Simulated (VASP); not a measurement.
A VASP calculation is set up with these files.

File POSCAR:
```
KCl
1
    2.2400790000     1.2933100000     3.8338850000
   -2.2400790000     1.2933100000     3.8338850000
    0.0000000000    -2.5866200000     3.8338850000
K Cl
1 1
Direct
  0.7624000000   0.7624000000   0.7624000000
  0.2376000000   0.2376000000   0.2376000000
```

**KPOINTS**
```
Automatic mesh
0
Gamma
4 4 4
0 0 0
```

INCAR:
```
SYSTEM = KCl
PREC = Accurate
ENCUT = 400
EDIFF = 1E-6
NELM = 100
ALGO = Normal
LREAL = .FALSE.
LASPH = .TRUE.
ISMEAR = 0
SIGMA = 0.05
GGA = PE
LWAVE = .FALSE.
LCHARG = .FALSE.
ISIF = 2
```

POTCAR, in this order: K_sv Cl (PBE.64 set). Program: vasp_std.

Task: Write an equivalent input for Quantum ESPRESSO's pw.x.

Result: One equivalent input (not run):
```
&CONTROL
  calculation = 'scf'
  pseudo_dir = './pseudo'
  outdir = './out'
  tprnfor = .true.
  tstress = .true.
/
&SYSTEM
  ibrav = 0
  nat = 2
  ntyp = 2
  ecutwfc = 74
  occupations = 'smearing'
  smearing = 'gaussian'
  degauss = 0.003675
  input_dft = 'pbe'
/
&ELECTRONS
  conv_thr = 7.3e-08
  electron_maxstep = 100
/
ATOMIC_SPECIES
  K 39.098 K.upf
  Cl 35.450 Cl.upf
CELL_PARAMETERS angstrom
     2.2400790    1.2933100    3.8338850
    -2.2400790    1.2933100    3.8338850
     0.0000000   -2.5866200    3.8338850
ATOMIC_POSITIONS crystal
  K    0.7624000  0.7624000  0.7624000
  Cl   0.2376000  0.2376000  0.2376000
K_POINTS automatic
  4 4 4 0 0 0
```
The two are equivalent in intent, not identical: the potentials are each code's own (VASP's PAW set, PseudoDojo norm-conserving files in pw.x), so ENCUT and ecutwfc are chosen apart and not converted; conv_thr bounds pw.x's estimated SCF error, while EDIFF bounds the energy change between steps.

The structure was generated: KCl was put into the alpha-GeTe type (R3m), which need not be its known phase. The cell was not relaxed at this level. The k-mesh is coarse (spacing up to 0.43 per Å, 2π included), so the numbers may not be converged in it. The run is one of a series of settings (KPOINTS 4×4×4 Γ-centred mesh against the base run), some of them coarse on purpose.
